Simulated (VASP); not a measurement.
Data:

```yaml
crystal:
  lattice:
    - [2.27500, -3.94042, 0.00000]
    - [2.27500, 3.94042, 0.00000]
    - [0.00000, 0.00000, 7.39000]
  atoms:
    - { symbol: Mg, position: [0.66667, 0.33333, 0.50000] }
    - { symbol: Mg, position: [0.33333, 0.66667, 0.00000] }
    - { symbol: Te, position: [0.66667, 0.33333, 0.87600] }
    - { symbol: Te, position: [0.33333, 0.66667, 0.37600] }
```

The numbers are results of G0W0 on PBE orbitals, VASP's PBE PAW potentials (set 64) (plane waves; VASP), not measurements. Run with PREC = Normal, 500 eV cut-off, 4×4×2 Γ-centred mesh, Gaussian smearing of 0.010 eV, potentials Mg_sv_GW Te_GW.

The mesh is coarse and the basis finite, so the quasiparticle values are not converged.

NBANDS = 320, ENCUTGW = 200 eV, NOMEGA = 64. The PBE levels (eV) that the step starts from are:

```csv
state,KS energy,filling
"k1 (0.00, 0.00, 0.00), band 13",1.70,2
"k1 (0.00, 0.00, 0.00), band 14",2.20,2
"k1 (0.00, 0.00, 0.00), band 15",2.20,2
"k1 (0.00, 0.00, 0.00), band 16",2.21,2
"k1 (0.00, 0.00, 0.00), band 17",4.75,0
"k1 (0.00, 0.00, 0.00), band 18",5.21,0
"k1 (0.00, 0.00, 0.00), band 19",7.51,0
"k1 (0.00, 0.00, 0.00), band 20",7.51,0
"k4 (0.25, 0.25, 0.00), band 13",0.26,2
"k4 (0.25, 0.25, 0.00), band 14",0.37,2
"k4 (0.25, 0.25, 0.00), band 15",1.14,2
"k4 (0.25, 0.25, 0.00), band 16",1.28,2
"k4 (0.25, 0.25, 0.00), band 17",6.06,0
"k4 (0.25, 0.25, 0.00), band 18",7.25,0
"k4 (0.25, 0.25, 0.00), band 19",7.51,0
"k4 (0.25, 0.25, 0.00), band 20",7.70,0
"k5 (0.00, 0.00, 0.50), band 13",1.94,2
"k5 (0.00, 0.00, 0.50), band 14",1.94,2
"k5 (0.00, 0.00, 0.50), band 15",1.94,2
"k5 (0.00, 0.00, 0.50), band 16",1.94,2
"k5 (0.00, 0.00, 0.50), band 17",5.72,0
"k5 (0.00, 0.00, 0.50), band 18",5.72,0
"k5 (0.00, 0.00, 0.50), band 19",7.76,0
"k5 (0.00, 0.00, 0.50), band 20",7.76,0
```

Question: Give the quasiparticle energies and renormalisation factors Z.

Answer: 
| state | QP energy (eV) | Z |
|---|---|---|
| k1 (0.00, 0.00, 0.00), band 13 | 0.72 | 0.77 |
| k1 (0.00, 0.00, 0.00), band 14 | 1.26 | 0.77 |
| k1 (0.00, 0.00, 0.00), band 15 | 1.26 | 0.77 |
| k1 (0.00, 0.00, 0.00), band 16 | 1.28 | 0.77 |
| k1 (0.00, 0.00, 0.00), band 17 | 5.23 | 0.80 |
| k1 (0.00, 0.00, 0.00), band 18 | 5.63 | 0.79 |
| k1 (0.00, 0.00, 0.00), band 19 | 7.95 | 0.78 |
| k1 (0.00, 0.00, 0.00), band 20 | 7.95 | 0.78 |
| k4 (0.25, 0.25, 0.00), band 13 | -0.81 | 0.76 |
| k4 (0.25, 0.25, 0.00), band 14 | -0.68 | 0.76 |
| k4 (0.25, 0.25, 0.00), band 15 | 0.13 | 0.76 |
| k4 (0.25, 0.25, 0.00), band 16 | 0.29 | 0.76 |
| k4 (0.25, 0.25, 0.00), band 17 | 6.27 | 0.79 |
| k4 (0.25, 0.25, 0.00), band 18 | 7.73 | 0.78 |
| k4 (0.25, 0.25, 0.00), band 19 | 8.00 | 0.78 |
| k4 (0.25, 0.25, 0.00), band 20 | 8.07 | 0.78 |
| k5 (0.00, 0.00, 0.50), band 13 | 0.98 | 0.77 |
| k5 (0.00, 0.00, 0.50), band 14 | 0.98 | 0.77 |
| k5 (0.00, 0.00, 0.50), band 15 | 0.98 | 0.77 |
| k5 (0.00, 0.00, 0.50), band 16 | 0.98 | 0.77 |
| k5 (0.00, 0.00, 0.50), band 17 | 6.18 | 0.79 |
| k5 (0.00, 0.00, 0.50), band 18 | 6.18 | 0.79 |
| k5 (0.00, 0.00, 0.50), band 19 | 8.20 | 0.78 |
| k5 (0.00, 0.00, 0.50), band 20 | 8.20 | 0.78 |
On the mesh the gap opens from 2.54 to 3.95 eV.

The compound is MgTe in the wurtzite structure. The cell was not relaxed at this level. The k-mesh is coarse (spacing up to 0.43 per Å, 2π included), so the numbers may not be converged in it.
